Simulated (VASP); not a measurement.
CdTe (zinc blende): the LDA gap over mesh and path against the volume, with the cell scaled uniformly; LDA's own equilibrium is at 32.856 Å³/atom. VASP (PAW), 400 eV cut-off, 8×8×8 Γ-centred mesh, Gaussian smearing of 0.050 eV, potentials Cd Te.  Fit the value as a straight line in ln V.

```json
[
 {"V (Å³/atom)": "28.913", "LDA gap over mesh and path (eV)": "1.063"},
 {"V (Å³/atom)": "29.899", "LDA gap over mesh and path (eV)": "0.956"},
 {"V (Å³/atom)": "30.885", "LDA gap over mesh and path (eV)": "0.852"},
 {"V (Å³/atom)": "31.87", "LDA gap over mesh and path (eV)": "0.753"},
 {"V (Å³/atom)": "32.856", "LDA gap over mesh and path (eV)": "0.658"},
 {"V (Å³/atom)": "33.842", "LDA gap over mesh and path (eV)": "0.567"}
]
```

Task: Fit the rows as the text says and predict the value at 34.828.

Result: The slope against ln V is -3.15 eV, the volume deformation potential of this gap. The line misses the rows by up to 0.002 and gives 0.475 at 34.828. The run gave 0.481, +0.006 from the line.

Left out are failed runs and those whose mesh is unfit for this quantity.

The compound is CdTe in the zinc blende structure.
